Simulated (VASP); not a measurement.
# SnO2: stress against strain

SnO2 (rutile, P4_2/mnm, 11.912 Å³/atom and stress up to 0.17 GPa in the relaxed cell, c along z) under an equal strain ε along x and y, with z held. LDA in VASP (plane waves, PAW), 600 eV, 8×8×10 Γ-centred mesh, Gaussian smearing 0.05 eV; ions are relaxed, or left where forces stay under 0.02 eV/Å, within the symmetry of each cell. Stress is positive for a compressed cell.

Here s stands for strain and y for stress xx.

```csv
strain (%),stress xx (GPa)
-1.50,6.82
-1.00,4.36
-0.50,2.03
0.00,-0.17
0.50,-2.24
1.00,-4.19
1.50,-6.01
3.00,?
```

Question: Fit y against s with a straight line, and predict the withheld value at s = 3.00.

Answer: Means: s 0, y 0.086. About the means, the sum of products is -29.930 and the sum of squares of s is 7.0000; the slope is their ratio. Least squares gives y = 0.086 - 4.2757·s. Residuals (row less fit): 0.320, -0.002, -0.194, -0.256, -0.188, 0.000, 0.318; standard error 0.262 (degrees of freedom: 5). The slope gives the elastic constants C11 + C12 = 428 ± 10 GPa (± standard error of the fit, which holds the terms cut off). At the withheld row, y = 0.086 - 4.2757 × 3.0 = -12.741 GPa. The calculation gives -10.77 GPa, 1.971 GPa above the prediction (11.2 % of the range of y in the table). The row lies outside the fitted rows, so this is an extrapolation. From the scatter of the fitted rows alone, a prediction at this place has a standard error of 0.408 GPa, so the miss is 4.8 times that.

A polynomial of degree 2 through the 12 other runs of the series gives -10.71 there, so most of the miss is curvature that the fit leaves out. Rows are the converged runs of the series near zero and its far end; series whose fitted rows scatter by over a few per cent of the range, as at a crossing or softening among them, aren't shown in this form, nor equations of state whose B0' disagrees with the runs' pressures. Most that stay on the fit to the last digits aren't either.
